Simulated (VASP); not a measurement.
Runs of VASP 6.6.1 on PtSe2. It takes space group P-3m1 (No. 164, trigonal). The conventional cell has a = 3.717 Å, b = 3.717 Å, c = 5.820 Å, α = 90.00°, β = 90.00°, γ = 120.00°. Pt (site symmetry -3m) is surrounded by 6 Se at 2.52 Å. Se (site symmetry 3m) has 3 Pt at 2.52 Å as nearest neighbours. The cell is a database's computed one.

| task | cell | k mesh | cutoff (eV) | smearing | gap on the mesh (eV) | pressure (GPa) | largest force (eV/Å) |
| --- | --- | --- | --- | --- | --- | --- | --- |
| relaxation of cell and atoms | relaxed | 9 × 9 × 6 | 600 | gaussian 0.02 eV | 0.88 | 0.0 | 0.01 |
| single point | P-3m1, 23.22 Å³/atom | 6 × 6 × 4 | 520 | gaussian 0.1 eV | (b) | 2.3 | (a) |
| single point | P-3m1, 25.62 Å³/atom | 9 × 9 × 6 | 520 | gaussian 0.02 eV | 0.79 | 0.0 | - |
| single point | P-3m1, 25.62 Å³/atom | 9 × 9 × 4 | 520 | gaussian 0.02 eV | 0.81 | 0.0 | - |
| relaxation of cell and atoms | relaxed | 9 × 9 × 4 | 600 | gaussian 0.02 eV | 0.80 | 0.0 | - |

Alike in all rows: level PBE; potentials or basis VASP PAW PBE potentials, release 64 (Pt, Se); no spin polarisation.

**Question.** Estimate the missing entries.

**Answer.** (a) 0.14; (b) 0.74.

Caveats: spin-orbit coupling is left out, which moves the levels of the heavy elements; this functional lacks dispersion, which binds the layers, so the pressure and a relaxed spacing across them are unreliable; an odd mesh through Γ misses points on the zone boundary, where band edges often lie (some runs); the relaxation stopped at its first step, so nothing moved (some runs).

A k mesh can miss the band edges, and the runs leave out spin-orbit coupling on Pt, Se.
